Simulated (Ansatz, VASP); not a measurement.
One calculation of PdC, two programs

```
CELL_PARAMETERS angstrom
2.76951 0.00000 0.00000
0.00000 2.76951 0.00000
0.00000 0.00000 2.76951
ATOMIC_POSITIONS crystal
Pd 0.00000 0.00000 0.00000
C 0.50000 0.50000 0.50000
```

Alike in both runs: functional PBE; k mesh 6 × 6 × 6; occupations gaussian, width 0.1 eV; no spin polarisation.

Ansatz relaxed the structure, and its values are those at the end. VASP's run is a single point on that final structure, the one shown.

|  | VASP | Ansatz |
| --- | --- | --- |
| version | VASP 6.6.1 | Ansatz 0.2.0 |
| potentials or method | VASP PAW PBE potentials, release 64 (Pd, C) | scalar-relativistic, plane waves, PAW |
| plane-wave cutoff (eV) | 520 | 420 |
| valence electrons in the cell | 14 | 22 |

```csv
,VASP,Ansatz,Ansatz less VASP
gap on the k mesh at the Fermi level (eV),none,none,-
pressure (GPa),-0.3,-0.2,+0.13
```

A gap of «none» marks a metal or a gap that the smearing closes. The two sets of potentials don't hold the same shells in valence.

Caveats: the k mesh is coarse (spacing up to 0.38 Å⁻¹), so the values aren't converged.
